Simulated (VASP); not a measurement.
Calculation: r2SCAN meta-GGA, VASP's PBE PAW potentials (set 64) (plane waves; VASP 6.6.1).

VASP ran on this input.

KPOINTS:
```
Automatic mesh
0
Gamma
10 10 6
0 0 0
```

### INCAR
```
ALGO = Normal
CSHIFT = 0.1
EDIFF = 1E-7
ENCUT = 520
ISMEAR = 0
LASPH = .TRUE.
LCHARG = .FALSE.
LMIXTAU = .TRUE.
LOPTICS = .TRUE.
LPEAD = .TRUE.
LREAL = .FALSE.
LWAVE = .FALSE.
METAGGA = R2SCAN
NBANDS = 36
NEDOS = 1001
NELM = 100
PREC = Accurate
SIGMA = 0.01
SYSTEM = AlN
```

File POSCAR:
```
AlN
1
    1.5528466574    -2.6896093012     0.0000000000
    1.5528466574     2.6896093012    -0.0000000000
    0.0000000000     0.0000000000     4.9738822648
Al N
2 2
Direct
  0.6666670000   0.3333330000   0.5000726666
  0.3333330000   0.6666670000   0.0000726666
  0.6666670000   0.3333330000   0.8819273334
  0.3333330000   0.6666670000   0.3819273334
```

POTCAR, in this order: Al N (PBE.64 set). Program: vasp_std.

Q: What will the output report for the number of irreducible k-points (NKPTS), largest plane-wave count, number of space-group operations, FFT grid (NGX, NGY, NGZ)?

A: 
The number of irreducible k-points (NKPTS) is 56 and the largest plane-wave count is 1132. The number of space-group operations comes out as 12 and the FFT grid (NGX, NGY, NGZ) is 24 × 24 × 40.

The compound is AlN in the wurtzite structure. It was relaxed first.
